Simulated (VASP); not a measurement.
An input for Quantum ESPRESSO's pw.x (written as the equivalent of a VASP run, and not itself run):

```
&CONTROL
  calculation = 'vc-relax'
  pseudo_dir = './pseudo'
  outdir = './out'
  tprnfor = .true.
  tstress = .true.
  nstep = 60
  forc_conv_thr = 0.00078
/
&SYSTEM
  ibrav = 0
  nat = 3
  ntyp = 2
  ecutwfc = 84
  occupations = 'smearing'
  smearing = 'methfessel-paxton'
  degauss = 0.00735
  input_dft = 'pz'
/
&ELECTRONS
  conv_thr = 7.3e-08
  electron_maxstep = 100
/
&IONS
/
&CELL
/
ATOMIC_SPECIES
  Ti 47.867 Ti.upf
  S 32.060 S.upf
CELL_PARAMETERS angstrom
     3.3061525    0.0000000   -0.0000000
    -1.6530763    2.8632124    0.0000000
    -0.0000000    0.0000000    5.4673541
ATOMIC_POSITIONS crystal
  Ti   0.0000000  0.0000000  0.0000000
  S    0.3333330  0.6666670  0.2613395
  S    0.6666670  0.3333330  0.7386605
K_POINTS automatic
  10 10 5 0 0 0
```

Question: Translate this input to VASP (INCAR, KPOINTS, POSCAR, choice of POTCAR).

Answer: One answer among several that fit: 
KPOINTS:
```
Automatic mesh
0
Gamma
10 10 5
0 0 0
```

POSCAR:
```
TiS2
1
    3.3061525028     0.0000000000    -0.0000000000
   -1.6530762514     2.8632123952     0.0000000000
   -0.0000000000     0.0000000000     5.4673541310
Ti S
1 2
Direct
  0.0000000000   0.0000000000   0.0000000000
  0.3333330000   0.6666670000   0.2613395046
  0.6666670000   0.3333330000   0.7386604954
```

INCAR:
```
# general
SYSTEM   =  TiS2
PREC     =  Accurate
ENCUT    =  480
LREAL    =  F
LASPH    =  T

# electronic loop
EDIFF    =  1E-6
NELM     =  100
ALGO     =  Normal
LMAXMIX  =  4

# smearing
ISMEAR   =  1
SIGMA    =  0.1

# ions
IBRION   =  2
NSW      =  60
ISIF     =  3
EDIFFG   =  -0.02

# output
LWAVE    =  F
LCHARG   =  F
```

POTCAR, in this order: Ti_sv S (LDA.64 set). Program: vasp_std.

What does not carry over: the potentials are each code's own (VASP's PAW set, PseudoDojo norm-conserving files in pw.x), so ENCUT and ecutwfc are chosen apart and not converted; conv_thr bounds pw.x's estimated SCF error, while EDIFF bounds the energy change between steps; forc_conv_thr acts on force components and is met together with etot_conv_thr.

The compound is TiS2 in the 1T layered structure. This run relaxes it. Symmetry was kept, so distortions that lower it aren't found. The start is the result of an earlier pass.
